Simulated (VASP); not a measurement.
```yaml
crystal:
  lattice:
    - [-2.07705, 2.07705, 3.97563]
    - [2.07705, -2.07705, 3.97563]
    - [2.07705, 2.07705, -3.97563]
  atoms:
    - { symbol: Al, position: [0.00000, 0.00000, 0.00000] }
    - { symbol: Ga, position: [0.75000, 0.25000, 0.50000] }
    - { symbol: Ga, position: [0.25000, 0.75000, 0.50000] }
    - { symbol: Ga, position: [0.50000, 0.50000, 0.00000] }
```

All values below come from PBEsol GGA, VASP's PBE PAW potentials (set 64) (plane waves; VASP). Settings: 400 eV cut-off, Gaussian smearing of 0.050 eV, potentials Al Ga_d.

Task: Give the energies of bands 16 to 24 at the high-symmetry points, in eV from the Fermi level.

Result: 
```json
[
 {"band": "16", "Γ": "-11.63", "X": "-7.29", "P": "-6.80", "N": "-8.95", "M": "-9.37", "S": "-8.34", "R": "-7.06"},
 {"band": "17", "Γ": "-2.48", "X": "-7.10", "P": "-6.71", "N": "-8.62", "M": "-9.01", "S": "-8.07", "R": "-7.01"},
 {"band": "18", "Γ": "-1.71", "X": "-5.27", "P": "-6.71", "N": "-4.05", "M": "-3.10", "S": "-7.53", "R": "-6.75"},
 {"band": "19", "Γ": "-1.36", "X": "-4.47", "P": "-5.90", "N": "-3.79", "M": "-3.10", "S": "-1.70", "R": "-6.02"},
 {"band": "20", "Γ": "-0.69", "X": "-4.47", "P": "-1.85", "N": "-0.31", "M": "-2.78", "S": "-1.24", "R": "-2.51"},
 {"band": "21", "Γ": "-0.69", "X": "-4.32", "P": "-1.85", "N": "0.09", "M": "-1.77", "S": "1.03", "R": "-2.18"},
 {"band": "22", "Γ": "-0.34", "X": "1.85", "P": "-1.69", "N": "0.26", "M": "5.29", "S": "1.98", "R": "2.10"},
 {"band": "23", "Γ": "-0.34", "X": "2.44", "P": "-1.09", "N": "0.47", "M": "5.44", "S": "2.84", "R": "2.65"},
 {"band": "24", "Γ": "0.11", "X": "2.73", "P": "7.38", "N": "4.34", "M": "5.67", "S": "2.87", "R": "2.87"}
]
```

It has no gap at this level: it comes out as a metal or semimetal.

The structure comes from a computed database's AlGa3 entry (I4/mmm); how it stands against other phases isn't given here. It was relaxed first.
